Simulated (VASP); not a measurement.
**VWC2: equation of state with PBE**

VWC2:

```
W V C
1.0
     1.51704    0.87586    4.93389
    -1.51704    0.87586    4.93389
     0.00000   -1.75173    4.93389
W V C
1 1 2
Direct
  0.00000 0.00000 0.00000
  0.50000 0.50000 0.50000
  0.24649 0.24649 0.24649
  0.75351 0.75351 0.75351
```

The cell comes from a database or a generator and needn't be the stable form of this composition.

| Item | Value |
| --- | --- |
| Program | VASP 6.6.1 |
| Task | equation of state |
| Functional | PBE |
| Potentials or basis | VASP PAW PBE potentials, release 64 (W_sv, V_sv, C) |
| Cutoff | 520 eV |
| k mesh | 10 × 10 × 10 |
| Occupations | fermi-dirac, width 0.05 eV |
| Spin | collinear spin, ferromagnetic start |
| Starting moments | [0.0, 2.0, 0.0, 0.0] μB |

* Equilibrium volume: 9.80 Å³/atom
* Bulk modulus at fixed shape and positions: 337 GPa
* Pressure derivative of the bulk modulus: 4.3

Energy against volume, from the lowest point:
```tsv
volume (Å³/atom)	energy (meV/atom)
9.244	36.63
9.440	14.67
9.637	2.80
9.834	0.00
10.030	5.37
10.227	18.09
```

All runs of the series together: 54 min on 1 thread of Intel(R) Xeon(R) Platinum 8488C (Sapphire Rapids) (shared host).

Caveat: the cell was scaled at fixed shape and fractional positions, which overstates the stiffness of a crystal with free parameters, most of all of layers and chains. Spin-orbit coupling is left out, which matters for the levels of W.
